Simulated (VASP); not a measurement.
Data:

```xyz
1
Lattice="0.0000 2.0450 2.0450 2.0450 0.0000 2.0450 2.0450 2.0450 0.0000" Properties=species:S:1:pos:R:3 pbc="T T T"
Ag     0.0000     0.0000     0.0000
```

The numbers are results of optB86b-vdW, VASP's PBE PAW potentials (set 64) (plane waves; VASP), not measurements. Run with 520 eV cut-off, Gaussian smearing of 0.050 eV, potentials Ag.

Q: What does the run give for the band gap (along the path) with the smallest direct gap where there is one?

A: 
The band gap (along the path) comes out as none (metal, semimetal or under 0.01 eV).

Total energies compare only between runs with the same potentials, cut-off and functional.

The compound is Ag in the fcc structure. The cell was not relaxed at this level.
